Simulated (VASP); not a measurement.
Level of theory: PBE GGA, VASP's PBE PAW potentials (set 64) (plane waves; VASP).

VASP ran on this input.

File POSCAR:
```
Ga31As31Se
1
   11.5222104216     0.0000000000     0.0000000000
    0.0000000000    11.5222104216    -0.0000000000
   -0.0000000000    -0.0000000000    11.5222104216
Ga As Se
31 31 1
Direct
  0.5000000000   0.0000000000   0.0000000000
  0.7500000000   0.2500000000   0.0000000000
  0.7500000000   0.0000000000   0.2500000000
  0.0000000000   0.0000000000   0.0000000000
  0.2500000000   0.2500000000   0.0000000000
  0.5000000000   0.5000000000   0.0000000000
  0.7500000000   0.7500000000   0.0000000000
  0.2500000000   0.0000000000   0.2500000000
  0.7500000000   0.5000000000   0.2500000000
  0.5000000000   0.0000000000   0.5000000000
  0.7500000000   0.2500000000   0.5000000000
  0.7500000000   0.0000000000   0.7500000000
  0.0000000000   0.5000000000   0.0000000000
  0.2500000000   0.7500000000   0.0000000000
  0.0000000000   0.2500000000   0.2500000000
  0.2500000000   0.5000000000   0.2500000000
  0.5000000000   0.7500000000   0.2500000000
  0.0000000000   0.0000000000   0.5000000000
  0.2500000000   0.2500000000   0.5000000000
  0.5000000000   0.5000000000   0.5000000000
  0.7500000000   0.7500000000   0.5000000000
  0.2500000000   0.0000000000   0.7500000000
  0.5000000000   0.2500000000   0.7500000000
  0.7500000000   0.5000000000   0.7500000000
  0.0000000000   0.7500000000   0.2500000000
  0.0000000000   0.5000000000   0.5000000000
  0.2500000000   0.7500000000   0.5000000000
  0.0000000000   0.2500000000   0.7500000000
  0.2500000000   0.5000000000   0.7500000000
  0.5000000000   0.7500000000   0.7500000000
  0.0000000000   0.7500000000   0.7500000000
  0.6261760000   0.1206980000   0.1288600000
  0.8750000000   0.3750000000   0.1250000000
  0.8750000000   0.1250000000   0.3750000000
  0.1250000000   0.1250000000   0.1250000000
  0.3719640000   0.3745060000   0.1224520000
  0.6250000000   0.6250000000   0.1250000000
  0.8750000000   0.8750000000   0.1250000000
  0.3767620000   0.1263070000   0.3725530000
  0.8750000000   0.6250000000   0.3750000000
  0.6250000000   0.1250000000   0.6250000000
  0.8750000000   0.3750000000   0.6250000000
  0.8750000000   0.1250000000   0.8750000000
  0.1250000000   0.6250000000   0.1250000000
  0.3750000000   0.8750000000   0.1250000000
  0.1250000000   0.3750000000   0.3750000000
  0.3750000000   0.6250000000   0.3750000000
  0.6250000000   0.8750000000   0.3750000000
  0.1250000000   0.1250000000   0.6250000000
  0.3750000000   0.3750000000   0.6250000000
  0.6250000000   0.6250000000   0.6250000000
  0.8750000000   0.8750000000   0.6250000000
  0.3750000000   0.1250000000   0.8750000000
  0.6250000000   0.3750000000   0.8750000000
  0.8750000000   0.6250000000   0.8750000000
  0.1250000000   0.8750000000   0.3750000000
  0.1250000000   0.6250000000   0.6250000000
  0.3750000000   0.8750000000   0.6250000000
  0.1250000000   0.3750000000   0.8750000000
  0.3750000000   0.6250000000   0.8750000000
  0.6250000000   0.8750000000   0.8750000000
  0.1250000000   0.8750000000   0.8750000000
  0.6276710000   0.3751070000   0.3712710000
```

### KPOINTS
```
Automatic
0
Gamma
1 1 1
0 0 0
```

INCAR:
```
! general
SYSTEM  = Ga31As31Se
PREC    = Normal
ENCUT   = 400
LREAL   = Auto
LASPH   = .True.
ISYM    = 0
NELECT  = 256.0

! electronic loop
EDIFF   = 1E-5
NELM    = 100
NELMIN  = 4
ALGO    = Fast
LMAXMIX = 4

! smearing
ISMEAR  = 0
SIGMA   = 0.05

! functional
GGA     = PE

! ions
IBRION  = 2
NSW     = 70
ISIF    = 2
EDIFFG  = -0.03

! output
LWAVE   = .False.
LCHARG  = .False.
```

POTCAR, in this order: Ga As Se (PBE.64 set). Program: vasp_gam.

What VASP printed:

File OSZICAR:
```
...
RMM:   2    -0.248728570030E+03   -0.45197E-02   -0.63565E-02   320   0.438E-01    0.119E-01
RMM:   3    -0.248729633942E+03   -0.10639E-02   -0.10595E-02   330   0.179E-01    0.109E-01
RMM:   4    -0.248729710754E+03   -0.76813E-04   -0.15520E-03   344   0.673E-02    0.784E-02
RMM:   5    -0.248729666668E+03    0.44087E-04   -0.57944E-04   320   0.412E-02    0.239E-02
RMM:   6    -0.248729675685E+03   -0.90167E-05   -0.12541E-04   315   0.197E-02    0.124E-02
RMM:   7    -0.248729673207E+03    0.24770E-05   -0.22151E-05   212   0.836E-03
   6 F= -.24872967E+03 E0= -.24869795E+03  d E =-.113976E+00
       N       E                     dE             d eps       ncg     rms          rms(c)
DAV:   1    -0.248758292816E+03   -0.28617E-01   -0.11725E+00   336   0.169E+00    0.270E-01
RMM:   2    -0.248763020689E+03   -0.47279E-02   -0.55532E-02   320   0.348E-01    0.110E-01
RMM:   3    -0.248764134504E+03   -0.11138E-02   -0.10083E-02   340   0.146E-01    0.831E-02
RMM:   4    -0.248764157509E+03   -0.23005E-04   -0.10932E-03   329   0.543E-02    0.482E-02
RMM:   5    -0.248764151309E+03    0.62001E-05   -0.38388E-04   323   0.309E-02    0.160E-02
RMM:   6    -0.248764158142E+03   -0.68330E-05   -0.78175E-05   250   0.141E-02
   7 F= -.24876416E+03 E0= -.24873554E+03  d E =-.344849E-01
       N       E                     dE             d eps       ncg     rms          rms(c)
DAV:   1    -0.248772579858E+03   -0.84285E-02   -0.63646E+00   336   0.393E+00    0.671E-01
RMM:   2    -0.248799649702E+03   -0.27070E-01   -0.32187E-01   320   0.831E-01    0.276E-01
RMM:   3    -0.248805991269E+03   -0.63416E-02   -0.58531E-02   344   0.351E-01    0.222E-01
RMM:   4    -0.248805916559E+03    0.74709E-04   -0.63668E-03   323   0.131E-01    0.110E-01
RMM:   5    -0.248805976029E+03   -0.59469E-04   -0.17004E-03   325   0.651E-02    0.373E-02
RMM:   6    -0.248806012698E+03   -0.36669E-04   -0.36543E-04   341   0.303E-02    0.136E-02
RMM:   7    -0.248806010086E+03    0.26119E-05   -0.16250E-04   301   0.177E-02    0.899E-03
RMM:   8    -0.248806009104E+03    0.98157E-06   -0.24278E-05   213   0.812E-03
   8 F= -.24880601E+03 E0= -.24878585E+03  d E =-.763359E-01
       N       E                     dE             d eps       ncg     rms          rms(c)
DAV:   1    -0.248805640697E+03    0.36939E-03   -0.38756E-01   368   0.972E-01    0.153E-01
RMM:   2    -0.248807198972E+03   -0.15583E-02   -0.19826E-02   320   0.205E-01    0.671E-02
RMM:   3    -0.248807601590E+03   -0.40262E-03   -0.37659E-03   347   0.876E-02    0.517E-02
RMM:   4    -0.248807587941E+03    0.13649E-04   -0.41790E-04   318   0.335E-02    0.226E-02
RMM:   5    -0.248807590562E+03   -0.26204E-05   -0.11722E-04   279   0.168E-02    0.974E-03
RMM:   6    -0.248807590943E+03   -0.38175E-06   -0.20240E-05   209   0.750E-03
   9 F= -.24880759E+03 E0= -.24878948E+03  d E =-.779177E-01
       N       E                     dE             d eps       ncg     rms          rms(c)
DAV:   1    -0.248819577762E+03   -0.11987E-01   -0.33066E-01   336   0.103E+00    0.226E-01
RMM:   2    -0.248821294536E+03   -0.17168E-02   -0.22516E-02   320   0.263E-01    0.618E-02
RMM:   3    -0.248821572651E+03   -0.27811E-03   -0.33050E-03   332   0.105E-01    0.466E-02
RMM:   4    -0.248821564841E+03    0.78095E-05   -0.46934E-04   325   0.408E-02    0.229E-02
RMM:   5    -0.248821567724E+03   -0.28832E-05   -0.10652E-04   316   0.191E-02    0.880E-03
RMM:   6    -0.248821569145E+03   -0.14202E-05   -0.23197E-05   209   0.856E-03
  10 F= -.24882157E+03 E0= -.24880187E+03  d E =-.139782E-01
       N       E                     dE             d eps       ncg     rms          rms(c)
DAV:   1    -0.248824721888E+03   -0.31542E-02   -0.62345E-01   336   0.141E+00    0.315E-01
RMM:   2    -0.248827947545E+03   -0.32257E-02   -0.42479E-02   320   0.361E-01    0.848E-02
RMM:   3    -0.248828482881E+03   -0.53534E-03   -0.62967E-03   335   0.144E-01    0.647E-02
RMM:   4    -0.248828464413E+03    0.18469E-04   -0.85696E-04   323   0.556E-02    0.322E-02
RMM:   5    -0.248828471101E+03   -0.66887E-05   -0.20441E-04   332   0.262E-02    0.125E-02
RMM:   6    -0.248828474108E+03   -0.30065E-05   -0.43340E-05   238   0.116E-02
  11 F= -.24882847E+03 E0= -.24880652E+03  d E =-.208832E-01
       N       E                     dE             d eps       ncg     rms          rms(c)
DAV:   1    -0.248832261181E+03   -0.37901E-02   -0.21762E-01   336   0.801E-01    0.159E-01
RMM:   2    -0.248833291253E+03   -0.10301E-02   -0.12666E-02   320   0.191E-01    0.447E-02
RMM:   3    -0.248833460974E+03   -0.16972E-03   -0.18267E-03   338   0.778E-02    0.394E-02
RMM:   4    -0.248833460753E+03    0.22094E-06   -0.25242E-04   323   0.297E-02    0.191E-02
RMM:   5    -0.248833463842E+03   -0.30883E-05   -0.62441E-05   270   0.144E-02
  12 F= -.24883346E+03 E0= -.24881090E+03  d E =-.498973E-02
       N       E                     dE             d eps       ncg     rms          rms(c)
DAV:   1    -0.248833891899E+03   -0.43115E-03   -0.30754E-01   336   0.952E-01    0.189E-01
RMM:   2    -0.248835367042E+03   -0.14751E-02   -0.18091E-02   320   0.228E-01    0.544E-02
RMM:   3    -0.248835614893E+03   -0.24785E-03   -0.26331E-03   337   0.934E-02    0.484E-02
RMM:   4    -0.248835615998E+03   -0.11053E-05   -0.36748E-04   324   0.358E-02    0.233E-02
RMM:   5    -0.248835620751E+03   -0.47529E-05   -0.90453E-05   296   0.174E-02
  13 F= -.24883562E+03 E0= -.24881234E+03  d E =-.714664E-02
       N       E                     dE             d eps       ncg     rms          rms(c)
DAV:   1    -0.248838008975E+03   -0.23930E-02   -0.20896E-01   320   0.743E-01    0.142E-01
RMM:   2    -0.248838912722E+03   -0.90375E-03   -0.11046E-02   320   0.167E-01    0.456E-02
RMM:   3    -0.248839074224E+03   -0.16150E-03   -0.16294E-03   345   0.687E-02    0.436E-02
RMM:   4    -0.248839075965E+03   -0.17410E-05   -0.18918E-04   310   0.248E-02    0.235E-02
RMM:   5    -0.248839080618E+03   -0.46522E-05   -0.65570E-05   265   0.138E-02
  14 F= -.24883908E+03 E0= -.24881602E+03  d E =-.345987E-02
       N       E                     dE             d eps       ncg     rms          rms(c)
DAV:   1    -0.248839545915E+03   -0.46995E-03   -0.15624E-01   320   0.641E-01    0.124E-01
RMM:   2    -0.248840224654E+03   -0.67874E-03   -0.83622E-03   320   0.145E-01    0.394E-02
RMM:   3    -0.248840348994E+03   -0.12434E-03   -0.12420E-03   346   0.601E-02    0.371E-02
RMM:   4    -0.248840351100E+03   -0.21053E-05   -0.14360E-04   294   0.216E-02    0.202E-02
RMM:   5    -0.248840354760E+03   -0.36601E-05   -0.48572E-05   238   0.120E-02
  15 F= -.24884035E+03 E0= -.24881748E+03  d E =-.473401E-02
       N       E                     dE             d eps       ncg     rms          rms(c)
DAV:   1    -0.248840344829E+03    0.62710E-05   -0.13679E-02   368   0.190E-01    0.377E-02
RMM:   2    -0.248840407722E+03   -0.62893E-04   -0.78119E-04   320   0.442E-02    0.122E-02
RMM:   3    -0.248840420240E+03   -0.12518E-04   -0.11767E-04   279   0.186E-02    0.109E-02
RMM:   4    -0.248840421281E+03   -0.10409E-05   -0.16335E-05   194   0.696E-03
  16 F= -.24884042E+03 E0= -.24881760E+03  d E =-.480053E-02
       N       E                     dE             d eps       ncg     rms          rms(c)
DAV:   1    -0.248841460388E+03   -0.10401E-02   -0.10995E-01   320   0.601E-01    0.116E-01
RMM:   2    -0.248841956558E+03   -0.49617E-03   -0.64820E-03   320   0.142E-01    0.409E-02
RMM:   3    -0.248842059551E+03   -0.10299E-03   -0.10570E-03   344   0.579E-02    0.337E-02
RMM:   4    -0.248842059043E+03    0.50890E-06   -0.12707E-04   321   0.214E-02    0.160E-02
RMM:   5    -0.248842062136E+03   -0.30939E-05   -0.36422E-05   223   0.111E-02
  17 F= -.24884206E+03 E0= -.24881989E+03  d E =-.164086E-02
```

**OUTCAR**
```
------------------------ aborting loop because EDIFF is reached ----------------------------------------
  FORCE on cell =-STRESS in cart. coord.  units (eV):
  Direction    XX          YY          ZZ          XY          YZ          ZX
  --------------------------------------------------------------------------------------
  Total       15.9687143     15.9691563     15.9919814      0.2769723      0.2321994      0.2348537
  in kB       16.7252696     16.7257325     16.7496390      0.2900945      0.2432004      0.2459805
  external PRESSURE =      16.7335470 kB  Pullay stress =       0.0000000 kB
  volume of cell :     1529.70
      direct lattice vectors                 reciprocal lattice vectors
    11.522210422  0.000000000  0.000000000     0.086788903  0.000000000  0.000000000
     0.000000000 11.522210422  0.000000000     0.000000000  0.086788903  0.000000000
     0.000000000  0.000000000 11.522210422     0.000000000  0.000000000  0.086788903
  FREE ENERGIE OF THE ION-ELECTRON SYSTEM (eV)
  ---------------------------------------------------
  free  energy   TOTEN  =      -248.8420621365 eV

  energy  without entropy=     -248.7977159885  energy(sigma->0) =     -248.81988906

 reached required accuracy - stopping structural energy minimisation
```
(Selected blocks of OUTCAR.)

CONTCAR:
```
Ga31As31Se
   1.00000000000000
    11.5222104216000005    0.0000000000000000    0.0000000000000000
     0.0000000000000000   11.5222104216000005    0.0000000000000000
     0.0000000000000000    0.0000000000000000   11.5222104216000005
  Ga              As              Se
    31    31     1
Direct
     0.5058562240097941    0.0048399771604081    0.0046085858550373
     0.7440616319128687    0.2423846503748827    0.0042970728039570
     0.7440055290524176    0.0041109850985706    0.2423663269817973
     0.0001818523693062    0.0008371231140016    0.0010598193956975
     0.2545499808198547    0.2558177233074734    0.0044526005178291
     0.4922203082419593    0.4938258744392757    0.0042035479213687
     0.7486667071298968    0.7491916131913405    0.0007920614573403
     0.2549284945700833    0.0049449748229990    0.2556447563797680
     0.7524256585054264    0.5022745333823834    0.2496834411267246
     0.4922596926952162    0.0041437853728774    0.4937220317003214
     0.7522824601646068    0.2496396795330458    0.5020491772644776
     0.7486878523915693    0.0005960429140092    0.7491551932744849
     0.9994228580017422    0.4986699496093298    0.0006740369140224
     0.2511080922174234    0.7501919254121453    0.0010197679448334
     0.0011700351231199    0.2496688568579115    0.2498465528693715
     0.2542174494980571    0.4937043162305131    0.2420443144779570
     0.4998518756763379    0.7511152308878177    0.2498177603005376
     0.9992772811048680    0.0005496106903610    0.4987540953772302
     0.2541834343973040    0.2421272718497703    0.4936837135491973
     0.4999469354974079    0.5020076691337650    0.5021219516498608
     0.7485231015159565    0.7516455121195159    0.4981986453327986
     0.2509131722681872    0.0007718630011246    0.7503384905285919
     0.4998344601657225    0.2497413227134908    0.7510674657054310
     0.7483479851780338    0.4983295042651281    0.7515502233092918
     0.0007178015967157    0.7506423449001153    0.2486716025428872
     0.0016391228775209    0.4983813255802166    0.4981818956259743
     0.2506340195976445    0.7491230467930763    0.4986833607950920
     0.0007989815401530    0.2487683246750572    0.7503381630798061
     0.2507204791605306    0.4987285541570484    0.7491316046025186
     0.4988026068885950    0.7506358140826582    0.7505084686231160
     0.0004266306424824    0.7503754503835517    0.7504604290456622
     0.6128711743072341    0.1358741664547867    0.1357298010097428
     0.8730142542132532    0.3724976452115343    0.1246646009229305
     0.8728178972582538    0.1245151186048533    0.3724453103423886
     0.1263974649051655    0.1250050678613170    0.1249109538815013
     0.3858588061471610    0.3624511747656587    0.1355947021687199
     0.6224249860523389    0.6226825335201016    0.1246663031472742
     0.8744801565037448    0.8746813271782022    0.1249260950920151
     0.3861458137379188    0.1360043134681215    0.3624366898004017
     0.8759384162081993    0.6258613256244874    0.3749975016250419
     0.6224336682568704    0.1245788105563280    0.6225852878183369
     0.8758176998385636    0.3751143251883781    0.6256570414773179
     0.8746500580622294    0.1248230506926045    0.8746460236186419
     0.1248316286150552    0.6245589806182439    0.1248145567499027
     0.3750929227412964    0.8764757654121044    0.1249265290228378
     0.1270489097014939    0.3742274677477604    0.3741923806531887
     0.3747145794410793    0.6225646458004096    0.3723467976816082
     0.6243771446599651    0.8769780518306095    0.3742522296519430
     0.1249004206858149    0.1246899850729579    0.6244695425957846
     0.3746544789890975    0.3723538638729207    0.6226508879401642
     0.6252002591599668    0.6257795267180630    0.6256585551505561
     0.8745520308964668    0.8750161863138788    0.6244944877808007
     0.3749611855413830    0.1249894783094191    0.8764037043821938
     0.6243255149503113    0.3742562002875977    0.8770966959505313
     0.8745131535848493    0.6244628862737084    0.8752045789975365
     0.1249752110584686    0.8749436351272935    0.3741165346713038
     0.1250599072934881    0.6244358646424586    0.6245250462220386
     0.3748391913015676    0.8747362067243746    0.6245162894836677
     0.1248912651226942    0.3742566813983972    0.8746950139155697
     0.3748836445807431    0.6245456284766813    0.8746371854131105
     0.6242514124332633    0.8748079196192918    0.8748982274066520
     0.1254635450741720    0.8753205977457933    0.8755519374086113
     0.6255234838670869    0.3753447128277907    0.3752973510647138
```

The cell is charged, with a uniform compensating background. The supercell is sampled at Γ alone, which is coarse: total energies, pressure and levels can be off, energies of defects by several tenths of an eV.

The cell is a supercell with a defect, built from GaAs (zinc blende): Se_As-vac_Ga, charge -2. The run is not spin-polarised, so no state with unpaired spins was tried.
